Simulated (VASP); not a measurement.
Computed with RPBE GGA, VASP's PBE PAW potentials (set 64) (plane waves; VASP).

VASP input:

**INCAR**
```
SYSTEM = Mg
PREC = Accurate
ENCUT = 520
EDIFF = 1E-7
NELM = 100
ALGO = Normal
LREAL = .FALSE.
LASPH = .TRUE.
ISMEAR = 1
SIGMA = 0.1
GGA = RP
LWAVE = .FALSE.
LCHARG = .FALSE.
ISIF = 4
IBRION = 2
NSW = 30
EDIFFG = -0.01
```

**KPOINTS**
```
kpoints
0
G
  13 13 7
```

File POSCAR:
```
Mg
1
    1.5890524560    -2.7523200485     0.0000000000
    1.5890524560     2.7523200485     0.0000000000
    0.0000000000     0.0000000000     5.0634915251
Mg
2
Direct
  0.3333330000   0.6666670000   0.2500000000
  0.6666670000   0.3333330000   0.7500000000
```

POTCAR, in this order: Mg (PBE.64 set). Program: vasp_std.

The resulting files:

OSZICAR:
```
       N       E                     dE             d eps       ncg     rms          rms(c)
DAV:   1     0.332596279969E+00    0.33260E+00   -0.13176E+03  1008   0.474E+02
DAV:   2    -0.263977756282E+01   -0.29724E+01   -0.27755E+01  1362   0.285E+01
DAV:   3    -0.265740279823E+01   -0.17625E-01   -0.17443E-01  1416   0.312E+00
DAV:   4    -0.265744146343E+01   -0.38665E-04   -0.38599E-04  1434   0.118E-01
DAV:   5    -0.265744167954E+01   -0.21611E-06   -0.21579E-06  1422   0.668E-03    0.101E+00
DAV:   6    -0.265589472917E+01    0.15470E-02   -0.71276E-04  1308   0.360E-01    0.652E-01
DAV:   7    -0.265025219659E+01    0.56425E-02   -0.22075E-03  1092   0.590E-01    0.362E-02
DAV:   8    -0.265027443830E+01   -0.22242E-04   -0.13461E-05  1674   0.343E-02    0.900E-03
DAV:   9    -0.265027173083E+01    0.27075E-05   -0.16576E-06  1188   0.981E-03    0.679E-04
DAV:  10    -0.265027155561E+01    0.17522E-06   -0.75576E-09  1032   0.870E-04    0.169E-04
DAV:  11    -0.265027152019E+01    0.35417E-07   -0.99562E-10   726   0.296E-04
   1 F= -.26502715E+01 E0= -.26496618E+01  d E =-.265027E+01
       N       E                     dE             d eps       ncg     rms          rms(c)
DAV:   1    -0.265152852456E+01   -0.12570E-02   -0.32354E-03  1392   0.306E-01    0.179E-02
DAV:   2    -0.265152688012E+01    0.16444E-05   -0.16960E-05  1158   0.305E-02    0.113E-02
DAV:   3    -0.265152458988E+01    0.22902E-05   -0.29631E-06  1302   0.964E-03    0.231E-04
DAV:   4    -0.265152461367E+01   -0.23793E-07   -0.35496E-08   864   0.157E-03
   2 F= -.26515246E+01 E0= -.26511096E+01  d E =-.125309E-02
       N       E                     dE             d eps       ncg     rms          rms(c)
DAV:   1    -0.265217874840E+01   -0.65416E-03   -0.48631E-03  1368   0.374E-01    0.218E-02
DAV:   2    -0.265217632544E+01    0.24230E-05   -0.25860E-05  1152   0.375E-02    0.138E-02
DAV:   3    -0.265217299912E+01    0.33263E-05   -0.44737E-06  1230   0.117E-02    0.260E-04
DAV:   4    -0.265217302327E+01   -0.24149E-07   -0.54617E-08   984   0.194E-03
   3 F= -.26521730E+01 E0= -.26520644E+01  d E =-.190150E-02
```

**OUTCAR**
```
------------------------ aborting loop because EDIFF is reached ----------------------------------------
  FORCE on cell =-STRESS in cart. coord.  units (eV):
  Direction    XX          YY          ZZ          XY          YZ          ZX
  --------------------------------------------------------------------------------------
  Total        0.6687331      0.6687333      0.6874894      0.0000000      0.0000000      0.0000000
  in kB       24.1905732     24.1905818     24.8690576      0.0000000      0.0000000      0.0000000
  external PRESSURE =      24.4167375 kB  Pullay stress =       0.0000000 kB
  volume of cell :       44.29
      direct lattice vectors                 reciprocal lattice vectors
     1.580414275 -2.737358307  0.000000000     0.316372743 -0.182657856 -0.000000000
     1.580414275  2.737358307  0.000000000     0.316372743  0.182657856 -0.000000000
     0.000000000  0.000000000  5.118994501    -0.000000000  0.000000000  0.195350864
 POSITION                                       TOTAL-FORCE (eV/Angst)
 -----------------------------------------------------------------------------------
      1.58041      0.91245      1.27975        -0.000000     -0.000000      0.000000
      1.58041     -0.91245      3.83925         0.000000      0.000000      0.000000
 -----------------------------------------------------------------------------------
    total drift:                               -0.000000     -0.000006      0.000001
  FREE ENERGIE OF THE ION-ELECTRON SYSTEM (eV)
  ---------------------------------------------------
  free  energy   TOTEN  =        -2.6521730233 eV

  energy  without entropy=       -2.6518472813  energy(sigma->0) =       -2.65206444

 reached required accuracy - stopping structural energy minimisation
```
(Selected blocks of OUTCAR.)

### CONTCAR
```
Mg
   1.00000000000000
     1.5804142751128720   -2.7373583065722582    0.0000000000000000
     1.5804142751128720    2.7373583065722582    0.0000000000000000
     0.0000000000000000    0.0000000000000000    5.1189945011891433
  Mg
     2
Direct
     0.3333330000000032    0.6666669999999968    0.2500000000000000
     0.6666669999999968    0.3333330000000032    0.7500000000000000
```

The compound is Mg in the hcp structure. This cell is one point of a volume scan, at 0.94 of the reference volume. Symmetry was kept, so distortions that lower it aren't found.
